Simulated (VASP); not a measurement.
Level of theory: PBE GGA with D3 dispersion (zero damping), VASP's PBE PAW potentials (set 64) (plane waves; VASP).

A VASP calculation is set up with these files.

**POSCAR**
```
SnSe2
6.2807990
  0.3072222478  -0.5321245774   0.0000000000
  0.3072222478   0.5321245774   0.0000000000
  0.0000000000   0.0000000000   1.0000000231
Sn Se
1 2
Cartesian
  0.3072222478  -0.5321245774   0.0000000000
  0.3072222478   0.1773752139   0.2537145680
  0.3072222478  -0.1773752139   0.7462854552
```

### KPOINTS
```
Automatic
0
Gamma
7 7 4
0 0 0
```

INCAR:
```
LCHARG=.True.
ALGO=Normal   # blocked Davidson
PREC=Accurate
LEFG=.True.
EDIFF=1E-7   # SCF stop (eV)
ISIF=2   # forces and stress, cell fixed
LWAVE=.False.
LORBIT=11
LASPH=.True.   # aspherical one-centre terms
LMAXMIX=4   # l cut-off of mixed one-centre charges
IVDW=11
LREAL=.False.
ISMEAR=-5
NELM=100
ENCUT=520
NEDOS=601   # DOS grid
GGA=PE   # PBE
SYSTEM=SnSe2
```

POTCAR, in this order: Sn_d Se (PBE.64 set). Program: vasp_std.

### Question
Predict the energy per atom (σ→0), dispersion energy.

### Answer

```
Item                           Result
---------------------  --------------
energy per atom (σ→0)  -4.170 eV/atom
dispersion energy           -0.662 eV
```

OSZICAR:
```
...
DAV:   9    -0.118471711880E+02   -0.52506E-03   -0.14321E-03  1175   0.317E-01    0.815E-02
DAV:  10    -0.118471830141E+02   -0.11826E-04   -0.12524E-04  1324   0.859E-02    0.321E-02
DAV:  11    -0.118472155316E+02   -0.32517E-04   -0.54878E-05  1099   0.456E-02    0.100E-02
DAV:  12    -0.118472153041E+02    0.22748E-06   -0.25337E-06  1265   0.134E-02    0.664E-03
DAV:  13    -0.118472160328E+02   -0.72867E-06   -0.22805E-06  1052   0.848E-03    0.168E-03
DAV:  14    -0.118472161435E+02   -0.11077E-06   -0.91930E-08   953   0.202E-03    0.457E-04
DAV:  15    -0.118472161453E+02   -0.17612E-08   -0.34249E-08   721   0.128E-03
   1 F= -.12508815E+02 E0= -.12508815E+02  d E =0.000000E+00
```

The compound is SnSe2 in the 1T layered structure. It was relaxed first.
